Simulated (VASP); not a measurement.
Crystal: BeCd2S3.

```
CELL_PARAMETERS angstrom
3.32500 -5.76000 0.00000
3.32500 5.76000 0.00000
-2.20887 0.00000 6.27243
ATOMIC_POSITIONS crystal
Be 0.08330 0.91670 0.50000
Be 0.91670 0.08330 0.00000
Cd 0.41670 0.58330 0.50000
Cd 0.75000 0.25000 0.50000
Cd 0.58330 0.41670 0.00000
Cd 0.25000 0.75000 0.00000
S 0.70830 0.54170 0.37500
S 0.04170 0.20830 0.37500
S 0.37500 0.87500 0.37500
S 0.54170 0.70830 0.87500
S 0.20830 0.04170 0.87500
S 0.87500 0.37500 0.87500
```

The cell was built by a generator and needn't be a form met in nature.

| Property | Result |
| --- | --- |
| Program | VASP 6.6.1 |
| Task | relaxation of cell and atoms |
| Functional | PBE |
| Potentials or basis | VASP PAW PBE potentials, release 64 (Be, Cd, S) |
| Cutoff | 520 eV |
| k mesh | 3 × 3 × 3 |
| Occupations | gaussian, width 0.15 eV |
| Spin | no spin polarisation |

At the start: pressure 11.9 GPa; volume 20.02 Å³/atom.

How do energy, volume and symmetry change on relaxing?

Over 11 steps the energy falls by 328.6 meV/atom and the volume is 21.51 Å³/atom (+7.4 %); space group Cc (No. 9, to 0.05 Å).

Step by step:
```csv
step,energy change (eV),largest force (eV/Å),pressure (GPa),volume (Å³)
1,0.0000,3.6555,11.91,240.26
2,-2.4879,1.1530,-5.66,295.84
3,-2.6081,1.4666,-3.58,284.00
4,-3.4153,1.0064,-2.30,272.37
5,-3.8238,0.4885,0.05,258.82
6,-3.8801,0.3226,-0.01,258.33
7,-3.9159,0.1972,-0.04,257.44
8,-3.9342,0.1383,0.08,256.82
9,-3.9342,0.1393,0.10,256.81
10,-3.9404,0.0808,-0.11,257.54
11,-3.9426,0.0728,-0.23,258.15
```

Final structure:
```
Be Cd S
1.0
     3.39497   -5.97401    0.05348
     3.39497    5.97401    0.05348
    -2.15488    0.00000    6.33029
Be Cd S
2 4 6
Direct
  0.07294 0.92253 0.49521
  0.92253 0.07294 0.99521
  0.40887 0.57909 0.49702
  0.75942 0.24298 0.49794
  0.57909 0.40887 0.99702
  0.24298 0.75942 0.99794
  0.75494 0.58592 0.39617
  0.03799 0.16079 0.34023
  0.33651 0.88803 0.39843
  0.58592 0.75494 0.89617
  0.16078 0.03799 0.84023
  0.88803 0.33651 0.89843
```
